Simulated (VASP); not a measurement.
An input for Ansatz (written as the equivalent of a VASP run, and not itself run):

Ansatz 0.2 input:
```yaml
crystal:
  lattice:
    - [3.0809930, 0.0000000, 0.0000000]
    - [0.0000000, 3.0809930, 0.0000000]
    - [0.0000000, 0.0000000, 4.0383020]
  atoms:
    - { symbol: Sc, position: [0.4875490, 0.5043270, 0.4980190] }
    - { symbol: Re, position: [0.0124510, -0.0043270, 0.0019810] }
kpoints:
  mp_grid: { grid: [2, 2, 2] }
hamiltonian:
  xc: pbe
  pseudopotentials: { kind: paw }
scf:
  occupations: { method: fermi_dirac, width: 0.1 }
  max_iter: 100
output: { forces: true, stress: true, eigenvalues: true }
```

**Question.** Translate this input to VASP (INCAR, KPOINTS, POSCAR, choice of POTCAR).

**Answer.** Several could match; the one computed here: 
POSCAR:
```
ScRe
1
    3.0809930000     0.0000000000     0.0000000000
    0.0000000000     3.0809930000     0.0000000000
    0.0000000000     0.0000000000     4.0383020000
Sc Re
1 1
Direct
  0.4875490000   0.5043270000   0.4980190000
  0.0124510000  -0.0043270000   0.0019810000
```

File KPOINTS:
```
Automatic mesh
0
Gamma
2 2 2
0 0 0
```

### INCAR
```
! general
SYSTEM   =  ScRe
PREC     =  Accurate
ENCUT    =  300
LREAL    =  .False.
LASPH    =  .True.   ! aspherical one-centre terms

! electronic loop
EDIFF    =  1E-6
NELM     =  100
ALGO     =  Normal   ! blocked Davidson
LMAXMIX  =  6   ! l cut-off of mixed one-centre charges

! smearing
ISMEAR   =  -1
SIGMA    =  0.1   ! width (eV)

! functional
GGA      =  PE   ! PBE

! ions
ISIF     =  2   ! forces and stress, cell fixed

! output
LWAVE    =  .False.
LCHARG   =  .False.
```

POTCAR, in this order: Sc_sv Re (PBE.64 set). Program: vasp_std.

What does not carry over: each code has its own PAW files, so the cut-off isn't converted (ENCUT is set for VASP's; basis.ecutwfc is left out, and Ansatz then takes the one that its files recommend); Ansatz stops its SCF on the density residual and VASP on the energy change (EDIFF).

The structure was generated: ScRe was put into an ordered model structure, which need not be its known phase. The cell was not relaxed at this level, atoms are displaced from their ideal sites. The k-mesh is coarse (spacing up to 1.02 per Å, 2π included), so the numbers may not be converged in it. The run is one of a series of settings (KPOINTS 2×2×2 Γ-centred mesh against the base run), some of them coarse on purpose.
